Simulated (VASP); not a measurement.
A VASP calculation is set up with these files.

File KPOINTS:
```
Automatic mesh
0
Gamma
12 12 9
0 0 0
```

**POSCAR**
```
ZrB2
1
    1.5195321456    -2.6319074260    -0.0000000000
    1.5195321456     2.6319074260     0.0000000000
   -0.0000000000     0.0000000000     3.3760410173
Zr B
1 2
Direct
  0.0000000000   1.0000000000   0.0000000000
  0.3333330000   0.6666670000   0.5000000000
  0.6666670000   0.3333330000   0.5000000000
```

INCAR:
```
# general
SYSTEM  = ZrB2
PREC    = Accurate
ENCUT   = 620
LREAL   = .False.
LASPH   = .True.

# electronic loop
EDIFF   = 1E-6
NELM    = 100
ALGO    = Normal
LMAXMIX = 4

# smearing
ISMEAR  = 1
SIGMA   = 0.1

# ions
IBRION  = 2
NSW     = 40
ISIF    = 3
EDIFFG  = -0.02
PSTRESS = 300

# output
LWAVE   = .False.
LCHARG  = .False.
```

POTCAR, in this order: Zr_sv B (LDA.64 set). Program: vasp_std.

Problem. Translate this LDA calculation to Ansatz.

Solution. One equivalent input (not run):
Ansatz 0.2 input:
```yaml
crystal:
  lattice:
    - [1.5195321, -2.6319074, 0.0000000]
    - [1.5195321, 2.6319074, 0.0000000]
    - [0.0000000, 0.0000000, 3.3760410]
  atoms:
    - { symbol: Zr, position: [0.0000000, 1.0000000, 0.0000000] }
    - { symbol: B, position: [0.3333330, 0.6666670, 0.5000000] }
    - { symbol: B, position: [0.6666670, 0.3333330, 0.5000000] }
kpoints:
  mp_grid: { grid: [12, 12, 9] }
hamiltonian:
  xc: lda
  pseudopotentials: { kind: paw }
scf:
  occupations: { method: methfessel_paxton, width: 0.1 }
  max_iter: 100
relax:
  max_steps: 40
  f_tol: 0.02
  cell: { p_target: 30 }
output: { forces: true, stress: true, eigenvalues: true }
```
The two are equivalent in intent, not identical: each code has its own PAW files, so the cut-off isn't converted (ENCUT is set for VASP's; basis.ecutwfc is left out, and Ansatz then takes the one that its files recommend); Ansatz stops its SCF on the density residual and VASP on the energy change (EDIFF); Ansatz's lda is the Perdew-Wang form, while the LDA potentials of VASP carry Perdew-Zunger's.

The compound is ZrB2 in the AlB2 type structure. It was relaxed first under an external pressure of 30 GPa.
